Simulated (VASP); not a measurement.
Calculation: PBE GGA with D3 dispersion (zero damping), VASP's PBE PAW potentials (set 64) (plane waves; VASP).

Input for VASP

File KPOINTS:
```
kpoints
0
Gamma
5 5 5
```

**INCAR**
```
ALGO=Normal
EDIFF=1E-7
ENCUT=520
GGA=PE
ISIF=2
ISMEAR=0
IVDW=11
LASPH=T
LCHARG=F
LMAXMIX=6
LREAL=F
LWAVE=F
NELM=100
PREC=Accurate
SIGMA=0.05
SYSTEM=BaHfO3
```

**POSCAR**
```
BaHfO3
1
    4.2253161800     0.0000000000     0.0000000000
    0.0000000000     4.2253161800     0.0000000000
    0.0000000000     0.0000000000     4.2253161800
Ba Hf O
1 1 3
Direct
  0.0000000000   0.0000000000   0.0000000000
  0.5000000000   0.5000000000   0.5000000000
  0.5000000000   0.0000000000   0.5000000000
  0.0000000000   0.5000000000   0.5000000000
  0.5000000000   0.5000000000   0.0000000000
```

POTCAR, in this order: Ba_sv Hf_pv O (PBE.64 set). Program: vasp_std.

Question: What will the output report for the number of irreducible k-points (NKPTS), largest plane-wave count, number of space-group operations, FFT grid (NGX, NGY, NGZ)?

Answer: 
```
Property                                      Result
--------------------------------------  ------------
number of irreducible k-points (NKPTS)            10
largest plane-wave count                        2043
number of space-group operations                  48
FFT grid (NGX, NGY, NGZ)                32 × 32 × 32
```

The compound is BaHfO3 in the cubic perovskite structure. This cell is one point of a volume scan, at 1.03 of the reference volume.
